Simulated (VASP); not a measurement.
Output of a VASP run:

OUTCAR:
```
 ion  position               nearest neighbor table
   1  0.000  0.000  0.000-
  LATTYP: Found a face centered cubic cell.
 ALAT       =     4.2338600000
 Subroutine PRICEL returns:
 Original cell was already a primitive cell.
 Subroutine GETGRP returns: Found 48 space group operations
The static configuration has the point symmetry O_h .
The dynamic configuration has the point symmetry O_h .
 Subroutine INISYM returns: Found 48 space group operations
 Subroutine IBZKPT returns following result:
 Found      4 irreducible k-points:

 Following reciprocal coordinates:
            Coordinates               Weight
  0.000000  0.000000  0.000000      1.000000
  0.333333  0.000000  0.000000      8.000000
  0.333333  0.333333  0.000000      6.000000
 -0.333333  0.333333  0.000000     12.000000
   k-points           NKPTS =      4   k-points in BZ     NKDIM =      4   number of bands    NBANDS=      9
   number of dos      NEDOS =    301   number of ions     NIONS =      1
   total plane-waves  NPLWV =   5832
   dimension x,y,z NGX =    18 NGY =   18 NGZ =   18
   dimension x,y,z NGXF=    36 NGYF=   36 NGZF=   36
   ions per type =               1
   PREC   = accura    normal or accurate (medium, high low for compatibility)
   ISTART =      0    job   : 0-new  1-cont  2-samecut
   ICHARG =      2    charge: 1-file 2-atom 10-const
   ISPIN  =      1    spin polarized calculation?
   LNONCOLLINEAR =      F non collinear calculations
   LSORBIT =      F    spin-orbit coupling
   INIWAV =      1    electr: 0-lowe 1-rand  2-diag
   ENCUT  =  300.0 eV  22.05 Ry    4.70 a.u.   4.23  4.23  4.23*2*pi/ulx,y,z
   NELM   =    100;   NELMIN=  2; NELMDL= -5     # of ELM steps
   EDIFF  = 0.1E-05   stopping-criterion for ELM
   LREAL  =      F    real-space projection
   NLSPLINE    = F    spline interpolate recip. space projectors
   LMAXMIX     =    6 max onsite mixed and CHGCAR
   VOSKOWN=      0    Vosko Wilk Nusair interpolation
   EDIFFG = 0.1E-04   stopping-criterion for IOM
   NSW    =      0    number of steps for IOM
   NBLOCK =      1;   KBLOCK =      1    inner block; outer block
   IBRION =     -1    ionic relax: 0-MD 1-quasi-New 2-CG
   NFREE  =      0    steps in history (QN), initial steepest desc. (CG)
   ISIF   =      2    stress and relaxation
   ISYM   =      2    0-nonsym 1-usesym 2-fastsym
   TEIN   =    0.0    initial temperature
   TEBEG  =    0.0;   TEEND  =   0.0 temperature during run
   SMASS  =  -3.00    Nose mass-parameter (am)
   PSTRESS=    0.0 pullay stress
   NELECT =      11.0000    total number of electrons
   EFERMI =   0.00;   METHOD = LEGACY
   ISMEAR =     0;   SIGMA  =   0.14  broadening in eV -4-tet -1-fermi 0-gaus
   IALGO  =     38    algorithm
   LDIAG  =      T    sub-space diagonalisation (order eigenvalues)
   IMIX   =      4    mixing-type and parameters
     AMIX     =   0.40;   BMIX     =  1.00
     AMIX_MAG =   1.60;   BMIX_MAG =  1.00
     AMIN     =   0.10
   GGA     = PE    functional components
   VOSKOWN =     0    Vosko Wilk Nusair interpolation
   LHFCALC =     F    Hartree Fock is set to
   LHFONE  =     F    Hartree Fock one center treatment
   AEXX    =    0.0000 exact exchange contribution
   IVDW    =     0    specifies the selected vdW correction
   LEPSILON=     F    determine dielectric tensor
   LRPA    =     F    only Hartree local field effects (RPA)
  energy-cutoff  :      300.00
  volume of cell :       18.97
      direct lattice vectors                 reciprocal lattice vectors
     0.000000000  2.116930000  2.116930000    -0.236191088  0.236191088  0.236191088
     2.116930000  0.000000000  2.116930000     0.236191088 -0.236191088  0.236191088
     2.116930000  2.116930000  0.000000000     0.236191088  0.236191088 -0.236191088
 k-point     1 :   0.0000 0.0000 0.0000  plane waves:     229
 k-point     2 :   0.3333 0.0000 0.0000  plane waves:     223
 k-point     3 :   0.3333 0.3333 0.0000  plane waves:     218
 k-point     4 :  -0.3333 0.3333 0.0000  plane waves:     222
 maximum number of plane-waves:       229
```

**OSZICAR**
```
       N       E                     dE             d eps       ncg     rms          rms(c)
DAV:   1     0.205763337685E+02    0.20576E+02   -0.42257E+03    88   0.642E+02
DAV:   2    -0.362606985345E+01   -0.24202E+02   -0.20736E+02    74   0.133E+02
DAV:   3    -0.382222665016E+01   -0.19616E+00   -0.19378E+00    76   0.102E+01
DAV:   4    -0.382294597599E+01   -0.71933E-03   -0.71921E-03    89   0.746E-01
DAV:   5    -0.382295002458E+01   -0.40486E-05   -0.40483E-05    76   0.510E-02    0.590E+00
DAV:   6    -0.355399939883E+01    0.26895E+00   -0.94330E-01    72   0.929E+00    0.401E+00
DAV:   7    -0.353707365160E+01    0.16926E-01   -0.70689E-02    72   0.254E+00    0.228E+00
DAV:   8    -0.353523835688E+01    0.18353E-02   -0.79406E-04    89   0.262E-01    0.277E-01
DAV:   9    -0.353521503838E+01    0.23319E-04   -0.65165E-06    81   0.244E-02    0.627E-02
DAV:  10    -0.353521992151E+01   -0.48831E-05   -0.22908E-06    80   0.180E-02    0.305E-03
DAV:  11    -0.353521991513E+01    0.63808E-08   -0.39254E-08    36   0.190E-03
   1 F= -.35352199E+01 E0= -.35256374E+01  d E =-.191649E-01
```

OUTCAR:
```
------------------------ aborting loop because EDIFF is reached ----------------------------------------
  FORCE on cell =-STRESS in cart. coord.  units (eV):
  Direction    XX          YY          ZZ          XY          YZ          ZX
  --------------------------------------------------------------------------------------
  Total       -1.4265700     -1.4265700     -1.4265700     -0.0000000     -0.0000000      0.0000000
  in kB     -120.4631408   -120.4631408   -120.4631408     -0.0000000     -0.0000000      0.0000000
  external PRESSURE =    -120.4631408 kB  Pullay stress =       0.0000000 kB
  volume of cell :       18.97
      direct lattice vectors                 reciprocal lattice vectors
     0.000000000  2.116930000  2.116930000    -0.236191088  0.236191088  0.236191088
     2.116930000  0.000000000  2.116930000     0.236191088 -0.236191088  0.236191088
     2.116930000  2.116930000  0.000000000     0.236191088  0.236191088 -0.236191088
 POSITION                                       TOTAL-FORCE (eV/Angst)
 -----------------------------------------------------------------------------------
      0.00000      0.00000      0.00000         0.000000      0.000000      0.000000
 -----------------------------------------------------------------------------------
    total drift:                                0.000000     -0.000000     -0.000000
  FREE ENERGIE OF THE ION-ELECTRON SYSTEM (eV)
  ---------------------------------------------------
  free  energy   TOTEN  =        -3.5352199151 eV

  energy  without entropy=       -3.5160549737  energy(sigma->0) =       -3.52563744
```
(Selected blocks of OUTCAR.)

POSCAR:
```
Au
1
    0.0000000000     2.1169300000     2.1169300000
    2.1169300000     0.0000000000     2.1169300000
    2.1169300000     2.1169300000     0.0000000000
Au
1
Direct
  0.0000000000   0.0000000000   0.0000000000
```

**Question.** Write an INCAR and KPOINTS that could have produced this output.

**Answer.** This is not unique; one that fits is the input of the run itself, PBE GGA, plane waves, VASP's PBE PAW potentials (set 64).

### INCAR
```
SYSTEM  =  Au
PREC  =  Accurate; ENCUT  =  300; LREAL  =  .False.
LASPH  =  .True.
EDIFF  =  1E-6; NELM  =  100; ALGO  =  Normal
LMAXMIX  =  6
ISMEAR  =  0; SIGMA  =  0.136
GGA  =  PE
ISIF  =  2
LWAVE  =  .False.; LCHARG  =  .False.
```

### KPOINTS
```
Automatic mesh
0
Gamma
3 3 3
0 0 0
```

POTCAR, in this order: Au (PBE.64 set). Program: vasp_std.

At this cut-off the stress carries a Pulay error, which pulls relaxed volumes low.

The structure comes from a computed database's Au entry; how it stands against other phases isn't given here. The cell was not relaxed at this level. The k-mesh is coarse (spacing up to 0.86 per Å, 2π included), so the numbers may not be converged in it. The run is one of a series of settings (KPOINTS 3×3×3 Γ-centred mesh against the base run), some of them coarse on purpose.
